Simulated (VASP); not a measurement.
Here is the system:

```
EuN
1.0
    0.00000     2.50700     2.50700
    2.50700     0.00000     2.50700
    2.50700     2.50700     0.00000
Eu N
1 1
Direct
  0.00000   0.00000   0.00000
  0.50000   0.50000   0.50000
```
Starting moments (μB, in the order of the record's atoms Eu N): 7.0 0.0.

Level of theory: PBEsol GGA, VASP's PBE PAW potentials (set 64) (plane waves; VASP). Run with 400 eV cut-off, 6×6×6 Γ-centred mesh, Gaussian smearing of 0.27 eV, potentials Eu N.

At this cut-off the stress carries a Pulay error, which pulls relaxed volumes low. The moments were started parallel, and other spin orders were not tried in this run.

Problem. Predict the cell moment, energy per atom (σ→0), pressure, band gap (on the k-mesh) with the smallest direct gap where there is one.

Solution. 
* **band gap (on the k-mesh)**: none (metal, semimetal or under 0.01 eV)
* **cell moment**: 6.00 μB
* **energy per atom (σ→0)**: -11.300 eV/atom
* **pressure**: -6.42 GPa

Problem. Give the moment on each site (PAW-sphere projection).

Solution. 
| site | moment (μB) |
|---|---|
| Eu1 | 6.14 |
| N2 | -0.30 |

Only differences to runs with the same potentials and settings are physical.

The structure comes from a measured EuN entry of the Crystallography Open Database, whose conditions weren't checked. The cell was not relaxed at this level. The k-mesh is coarse (spacing up to 0.36 per Å, 2π included), so the numbers may not be converged in it.
